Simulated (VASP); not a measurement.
# Equation of state of ZnB under PBE

```
Zn B
1.0
     2.80737    0.00000    0.00000
     0.00000    2.80737    0.00000
     0.00000    0.00000    2.80737
Zn B
1 1
Direct
  0.00000 0.00000 0.00000
  0.50000 0.50000 0.50000
```

The cell comes from a database or a generator and needn't be the stable form of this composition.

The cell was scaled at fixed shape and fractions and run with VASP, PBE PAW files B, Zn, 520 eV; PBE, k mesh 9 × 9 × 9 on the cell of 2 atoms, fermi-dirac occupations of 0.05 eV, no spin polarisation, no spin-orbit coupling. Energies are those that the program minimises, any entropy of the smearing included. For a metal such a mesh isn't converged to the digits shown.

| V (Å³/atom) | energy over the lowest row (meV/atom) |
| --- | --- |
| 10.3991 | 18.960 |
| 10.6204 | ? |
| 10.8416 | 2.549 |
| 11.0629 | 0.000 |
| 11.2842 | 0.686 |
| 11.5054 | 4.260 |
| 11.7267 | 10.413 |

Task: Fit the third-order Birch-Murnaghan form, give V0, B0 and B′, and predict the energy left open.

Result: With y = (V0/V)^(2/3), E = E0 + (9 V0 B0/16) [(y - 1)³ B′ + (y - 1)² (6 - 4y)]. Least squares through the rows shown give V0 = 11.1234 Å³/atom, E0 = -0.119 meV, B0 = 114.0 GPa (1 eV/Å³ = 160.218 GPa) and B′ = 4.71, with a largest miss of 0.006 meV. At V = 10.6204 the form with these constants gives 8.718 meV; the run gave 8.721 meV an atom.
